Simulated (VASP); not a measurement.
AlN (wurtzite):

```xyz
4
Lattice="1.5550 -2.6933 0.0000 1.5550 2.6933 0.0000 0.0000 0.0000 4.9800" Properties=species:S:1:pos:R:3 pbc="T T T"
Al     1.5550    -0.8978     2.4900
Al     1.5550     0.8978     0.0000
N      1.5550    -0.8978     4.3924
N      1.5550     0.8978     1.9024
```

The lowest empty band near Γ, direction c, from PBE with spin-orbit coupling in VASP (PAW); its two spin partners are averaged. The gap over the points computed is 4.21 eV, and the next band on that side lies 2.45 eV away at the edge.

Settings: 520 eV cut-off, 9×9×5 Γ-centred mesh, Gaussian smearing of 0.050 eV, potentials Al N.

```json
[
 {"distance from the edge in k (1/Å)": "0.018", "distance in energy (meV)": "4.3"},
 {"distance from the edge in k (1/Å)": "0.025", "distance in energy (meV)": "8.2"},
 {"distance from the edge in k (1/Å)": "0.035", "distance in energy (meV)": "16.0"},
 {"distance from the edge in k (1/Å)": "0.050", "distance in energy (meV)": "32.4"},
 {"distance from the edge in k (1/Å)": "0.070", "distance in energy (meV)": "62.9"}
]
```

### Question
Fit E(1 + αE) = ħ²k²/2m* (ħ²/2m0 = 3.810 eV Å²) and predict the row at 0.095 1/Å.

### Answer
Least squares on the energies gives the electron mass m* = 0.290 m0 and α = 0.36 per eV, and so 113.8 meV. The run gave 113.9 meV, +0.1 meV from the fit.

Left out are points under 3 meV from the edge, since the levels carry 0.1 meV, and points farther than half the way to the next band.

The compound is AlN in the wurtzite structure. The cell was not relaxed at this level.
